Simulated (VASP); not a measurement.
The input files of a VASP run:

INCAR:
```
ALGO = Normal
AMIX = 0.05
BMIX = 0.0001
EDIFF = 1E-6
ENCUT = 520
GGA = PE
IMIX = 1
ISIF = 2
ISMEAR = 0
LASPH = .TRUE.
LCHARG = .FALSE.
LREAL = .FALSE.
LWAVE = .FALSE.
NELM = 100
PREC = Accurate
SIGMA = 0.05
SYSTEM = CaF2
```

**POSCAR**
```
CaF2
1
    0.0000000000     2.7846000000     2.7846000000
    2.7846000000     0.0000000000     2.7846000000
    2.7846000000     2.7846000000     0.0000000000
Ca F
1 2
Direct
  0.0000000000   0.0000000000   0.0000000000
  0.2500000000   0.2500000000   0.2500000000
  0.7500000000   0.7500000000   0.7500000000
```

**KPOINTS**
```
Automatic mesh
0
G
6 6 6
```

POTCAR, in this order: Ca_sv F (PBE.64 set). Program: vasp_std.

Q: Translate this PBE calculation to Ansatz.

A: One equivalent input (not run):
Ansatz 0.2 input:
```yaml
crystal:
  lattice:
    - [0.0000000, 2.7846000, 2.7846000]
    - [2.7846000, 0.0000000, 2.7846000]
    - [2.7846000, 2.7846000, 0.0000000]
  atoms:
    - { symbol: Ca, position: [0.0000000, 0.0000000, 0.0000000] }
    - { symbol: F, position: [0.2500000, 0.2500000, 0.2500000] }
    - { symbol: F, position: [0.7500000, 0.7500000, 0.7500000] }
kpoints:
  mp_grid: { grid: [6, 6, 6] }
hamiltonian:
  xc: pbe
  pseudopotentials: { kind: paw }
scf:
  occupations: { method: gaussian, width: 0.05 }
  max_iter: 100
output: { forces: true, stress: true, eigenvalues: true }
```
The two are equivalent in intent, not identical: each code has its own PAW files, so the cut-off isn't converted (ENCUT is set for VASP's; basis.ecutwfc is left out, and Ansatz then takes the one that its files recommend); Ansatz stops its SCF on the density residual and VASP on the energy change (EDIFF).

The compound is CaF2 in the fluorite structure. The cell was not relaxed at this level. The run is one of a series of settings (AMIX = 0.05, BMIX = 0.0001, IMIX = 1 against the base run), some of them coarse on purpose.
